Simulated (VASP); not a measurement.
```
Te
1.0
    2.30545    -3.99315     0.00000
    2.30545     3.99315     0.00000
    0.00000     0.00000     5.91438
Te
3
Direct
  0.00000   0.25445   0.66667
  0.74555   0.74555   0.00000
  0.25445   0.00000   0.33333
```

Level of theory: r2SCAN meta-GGA, VASP's PBE PAW potentials (set 64) (plane waves; VASP). Numerical set-up: 480 eV cut-off, 6×6×4 Γ-centred mesh, Gaussian smearing of 0.050 eV, potentials Te.

Energy and stress use the plane-wave basis of the starting cell.

**Question.** The ions, cell shape and volume at an external pressure of 2.0 GPa are relaxed. Which structure does the run end with?

**Answer.** 
```
Te
1.0
    2.19039    -3.79386     0.00000
    2.19039     3.79386     0.00000
    0.00000     0.00000     5.94180
Te
3
Cartesian
  0.59518   1.03089   3.96121
  3.19041   0.00000   0.00000
  0.59518  -1.03089   1.98060
```
Space group P3_121 (152), at a tolerance of 0.03 Å.

**Question.** How do energy and volume change from the first to the last step?

**Answer.** The energy (σ→0) changes by +17.7 meV/atom and the volume by -9.3 %, in 11 ionic steps.

The compound is Te in the trig structure. This run relaxes it under an external pressure of 2 GPa. Symmetry was kept, so distortions that lower it aren't found.
